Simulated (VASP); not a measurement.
Input:

```yaml
crystal:
  lattice:
    - [0.00000, 2.20672, 2.20672]
    - [2.20672, 0.00000, 2.20672]
    - [2.20672, 2.20672, 0.00000]
  atoms:
    - { symbol: Ga, position: [0.00000, 0.00000, 0.00000] }
    - { symbol: N, position: [0.25000, 0.25000, 0.25000] }
```

These are r2SCAN meta-GGA, VASP's PBE PAW potentials (set 64) (plane waves; VASP 6.6.1) values and carry that method's errors. Numerical set-up: 520 eV cut-off, 10×10×10 Γ-centred mesh, Gaussian smearing of 0.050 eV, potentials Ga_d N.

Problem. Predict the energy per atom (σ→0), pressure, band gap (on the k-mesh) with the smallest direct gap where there is one.

Solution. 
| Quantity | Value |
|---|---|
| band gap (on the k-mesh) | 2.54 eV |
| smallest direct gap (on the k-mesh) | 2.54 eV |
| energy per atom (σ→0) | -10.919 eV/atom |
| pressure | 13.89 GPa |

The absolute energy has meaning only against runs of the same code, potentials and settings.

The compound is GaN in the zinc blende structure, a metastable form; wurtzite is the usual one. This cell is one point of a volume scan, at 0.94 of the reference volume.
